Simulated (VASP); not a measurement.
An input for Ansatz (written as the equivalent of a VASP run, and not itself run):

Ansatz 0.2 input:
```yaml
crystal:
  lattice:
    - [-1.6830000, 1.6830000, 1.6830000]
    - [1.6830000, -1.6830000, 1.6830000]
    - [1.6830000, 1.6830000, -1.6830000]
  atoms:
    - { symbol: Ta, position: [0.0000000, 0.0000000, 0.0000000] }
kpoints:
  mp_grid: { grid: [14, 14, 14] }
hamiltonian:
  xc: pbe
  pseudopotentials: { kind: paw }
scf:
  occupations: { method: methfessel_paxton, width: 0.1 }
  max_iter: 100
output: { forces: true, stress: true, eigenvalues: true }
```

Question: Translate this input to VASP (INCAR, KPOINTS, POSCAR, choice of POTCAR).

Answer: Several could match; the one computed here: 
File POSCAR:
```
Ta
1
   -1.6830000000     1.6830000000     1.6830000000
    1.6830000000    -1.6830000000     1.6830000000
    1.6830000000     1.6830000000    -1.6830000000
Ta
1
Direct
  0.0000000000   0.0000000000   0.0000000000
```

INCAR:
```
ALGO=Normal
EDIFF=1E-6
PREC=Accurate
LASPH=.TRUE.
SIGMA=0.1
LWAVE=.FALSE.
ISIF=2
LCHARG=.FALSE.
SYSTEM=Ta
ISMEAR=1   # Methfessel-Paxton
GGA=PE
ENCUT=400   # plane-wave cut-off (eV)
LREAL=.FALSE.   # projection in real space or not
NELM=100   # most electronic steps
LMAXMIX=6
```

### KPOINTS
```
Automatic mesh
0
Gamma
14 14 14
0 0 0
```

POTCAR, in this order: Ta_pv (PBE.64 set). Program: vasp_std.

What does not carry over: each code has its own PAW files, so the cut-off isn't converted (ENCUT is set for VASP's; basis.ecutwfc is left out, and Ansatz then takes the one that its files recommend); Ansatz stops its SCF on the density residual and VASP on the energy change (EDIFF).

The compound is Ta in the bcc structure. The cell was not relaxed at this level.
